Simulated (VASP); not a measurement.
Calculation: AM05 GGA, VASP's PBE PAW potentials (set 64) (plane waves; VASP).

Input for VASP

**POSCAR**
```
GaN
1
    0.0000000000     2.2465661177     2.2465661177
    2.2465661177    -0.0000000000     2.2465661177
    2.2465661177     2.2465661177     0.0000000000
Ga N
1 1
Direct
  0.0000000000   0.0000000000   0.0000000000
  0.2500000000   0.2500000000   0.2500000000
```

**INCAR**
```
LORBIT = 11   # lm-projected
ENCUT = 520   # plane-wave cut-off (eV)
LREAL = .FALSE.   # projection in real space or not
PREC = Accurate
LCHARG = .TRUE.
LWAVE = .FALSE.
EDIFF = 1E-7
NELM = 100   # most electronic steps
LMAXMIX = 4   # l cut-off of mixed one-centre charges
NEDOS = 601
ISMEAR = -5
SYSTEM = GaN
ALGO = Normal   # blocked Davidson
LASPH = .TRUE.   # aspherical one-centre terms
GGA = AM   # AM05
ISIF = 2
```

### KPOINTS
```
Automatic mesh
0
Gamma
11 11 11
0 0 0
```

POTCAR, in this order: Ga_d N (PBE.64 set). Program: vasp_std.

What VASP printed:

### OSZICAR
```
       N       E                     dE             d eps       ncg     rms          rms(c)
DAV:   1     0.866944987869E+02    0.86694E+02   -0.99670E+03  1576   0.249E+03
DAV:   2    -0.762979798494E+01   -0.94324E+02   -0.89725E+02  1659   0.354E+02
DAV:   3    -0.143418915038E+02   -0.67121E+01   -0.66719E+01  1661   0.866E+01
DAV:   4    -0.144478516250E+02   -0.10596E+00   -0.10588E+00  1649   0.117E+01
DAV:   5    -0.144500011097E+02   -0.21495E-02   -0.21494E-02  1656   0.145E+00    0.720E+00
DAV:   6    -0.126986690168E+02    0.17513E+01   -0.50638E+00  2214   0.476E+01    0.271E+00
DAV:   7    -0.126958046457E+02    0.28644E-02   -0.30912E-01  1461   0.706E+00    0.175E+00
DAV:   8    -0.126847763834E+02    0.11028E-01   -0.60817E-02  1651   0.364E+00    0.706E-01
DAV:   9    -0.126807435002E+02    0.40329E-02   -0.17887E-02  2178   0.332E+00    0.172E-01
DAV:  10    -0.126809963740E+02   -0.25287E-03   -0.18451E-03  1711   0.767E-01    0.866E-02
DAV:  11    -0.126809435434E+02    0.52831E-04   -0.24431E-04  2094   0.304E-01    0.787E-03
DAV:  12    -0.126809492750E+02   -0.57316E-05   -0.26626E-05  1641   0.677E-02    0.693E-03
DAV:  13    -0.126809492139E+02    0.61068E-07   -0.95454E-07  1674   0.118E-02
   1 F= -.12680949E+02 E0= -.12680949E+02  d E =0.000000E+00
```

File OUTCAR:
```
------------------------ aborting loop because EDIFF is reached ----------------------------------------
  FORCE on cell =-STRESS in cart. coord.  units (eV):
  Direction    XX          YY          ZZ          XY          YZ          ZX
  --------------------------------------------------------------------------------------
  Total        0.0191408      0.0191408      0.0191408     -0.0000000      0.0000000     -0.0000000
  in kB        1.3523289      1.3523289      1.3523289     -0.0000000      0.0000000     -0.0000000
  external PRESSURE =       1.3523289 kB  Pullay stress =       0.0000000 kB
  volume of cell :       22.68
      direct lattice vectors                 reciprocal lattice vectors
     0.000000000  2.246566118  2.246566118    -0.222561889  0.222561889  0.222561889
     2.246566118  0.000000000  2.246566118     0.222561889 -0.222561889  0.222561889
     2.246566118  2.246566118  0.000000000     0.222561889  0.222561889 -0.222561889
  FREE ENERGIE OF THE ION-ELECTRON SYSTEM (eV)
  ---------------------------------------------------
  free  energy   TOTEN  =       -12.6809492139 eV

  energy  without entropy=      -12.6809492139  energy(sigma->0) =      -12.68094921

 total charge

# of ion       s       p       d       tot
------------------------------------------
    1        0.794   0.918  10.186  11.898
    2        1.217   2.513   0.000   3.730
--------------------------------------------------
tot          2.011   3.431  10.186  15.628
```
(Selected blocks of OUTCAR.)

### OUTCAR
```
 val. band max:        5.2956792140   @ k =   0.0000   0.0000   0.0000

 cond. band min:       7.1282642981   @ k =   0.0000   0.0000   0.0000


 Fermi energy:         5.2965382842

 k-point     1 :       0.0000    0.0000    0.0000
  band No.  band energies     occupation
      1     -10.6747      2.00000
      2      -8.1574      2.00000
      3      -8.1574      2.00000
      4      -8.1574      2.00000
      5      -7.8256      2.00000
      6      -7.8256      2.00000
      7       5.2957      2.00000
      8       5.2957      2.00000
      9       5.2957      2.00000
     10       7.1283      0.00000
     11      15.5793      0.00000
     12      15.5793      0.00000
     13      15.5793      0.00000

 k-point     2 :       0.0909    0.0000    0.0000
  band No.  band energies     occupation
      1     -10.5800      2.00000
      2      -8.1456      2.00000
      3      -8.1456      2.00000
      4      -8.1263      2.00000
      5      -7.8268      2.00000
      6      -7.8268      2.00000
      7       4.3569      2.00000
      8       5.2047      2.00000
      9       5.2047      2.00000
     10       7.8592      0.00000
     11      15.1580      0.00000
     12      15.7208      0.00000
     13      15.7208      0.00000

 k-point     3 :       0.1818    0.0000    0.0000
  band No.  band energies     occupation
      1     -10.3330      2.00000
      2      -8.1170      2.00000
      3      -8.1170      2.00000
      4      -8.0001      2.00000
      5      -7.8267      2.00000
      6      -7.8267      2.00000
      7       2.7275      2.00000
      8       4.9736      2.00000
      9       4.9736      2.00000
     10       8.8620      0.00000
     11      14.4345      0.00000
     12      15.9815      0.00000
     13      15.9815      0.00000

 k-point     4 :       0.2727    0.0000    0.0000
  band No.  band energies     occupation
      1     -10.0432      2.00000
      2      -8.0880      2.00000
      3      -8.0880      2.00000
...
```

The compound is GaN in the zinc blende structure, a metastable form; wurtzite is the usual one. It was relaxed first.
